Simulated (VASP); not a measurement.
A convergence study with VASP on Cr (bcc, AFM order): one setting is varied, all else stays as given below, so the limit is that of these other settings. Each run relaxes cell and ions from the cell shown.

```
CELL_PARAMETERS angstrom
      2.88000     0.00000     0.00000
      0.00000     2.88000     0.00000
      0.00000     0.00000     2.88000
ATOMIC_POSITIONS crystal
  Cr 0.00000 0.00000 0.00000
  Cr 0.50000 0.50000 0.50000
```
Starting moments (μB, in the order of the record's atoms Cr Cr): 1.5 -1.5.

All values below come from PBE GGA, VASP's PBE PAW potentials (set 64) (plane waves; VASP 6.6.1). The tightest run used: 550 eV cut-off, 17×17×17 Γ-centred mesh, first-order Methfessel-Paxton smearing of 0.10 eV, potentials Cr_pv.

Task: The settings run are 2×2×2 mesh; 3×3×3 mesh; 4×4×4 mesh; 5×5×5 mesh; 6×6×6 mesh; 7×7×7 mesh; 8×8×8 mesh; 9×9×9 mesh; 11×11×11 mesh; 12×12×12 mesh; 13×13×13 mesh; 14×14×14 mesh; 15×15×15 mesh; 16×16×16 mesh; 17×17×17 mesh. From which on does the relaxed volume stay within 0.05 Å³/atom of the tightest run?

Result: From 6×6×6 mesh on: it is off by 0.026 there and by no more than 0.05 in any finer run, while 5×5×5 mesh is off by 0.108.
| setting | relaxed volume (Å³/atom) | E (eV/atom) | irreducible k-points | difference judged (Å³/atom) |
|---|---|---|---|---|
| 2×2×2 mesh | 11.372 | -8.8105 | 4 | 0.394 |
| 3×3×3 mesh | 11.633 | -9.4725 | 4 | 0.133 |
| 4×4×4 mesh | 11.446 | -9.5761 | 10 | 0.320 |
| 5×5×5 mesh | 11.874 | -9.5199 | 10 | 0.108 |
| 6×6×6 mesh | 11.740 | -9.5346 | 20 | 0.026 |
| 7×7×7 mesh | 11.795 | -9.5240 | 20 | 0.029 |
| 8×8×8 mesh | 11.795 | -9.5288 | 35 | 0.029 |
| 9×9×9 mesh | 11.753 | -9.5290 | 35 | 0.013 |
| 11×11×11 mesh | 11.762 | -9.5329 | 56 | 0.004 |
| 12×12×12 mesh | 11.770 | -9.5311 | 84 | 0.004 |
| 13×13×13 mesh | 11.780 | -9.5309 | 84 | 0.014 |
| 14×14×14 mesh | 11.768 | -9.5311 | 120 | 0.002 |
| 15×15×15 mesh | 11.774 | -9.5307 | 120 | 0.008 |
| 16×16×16 mesh | 11.776 | -9.5303 | 165 | 0.010 |
| 17×17×17 mesh | 11.766 | -9.5310 | 165 | 0.000 |

Left out are rungs that failed or repeat a setting and relaxations that didn't move; long series are thinned to 24 rows.

The compound is Cr in the bcc, AFM order structure.
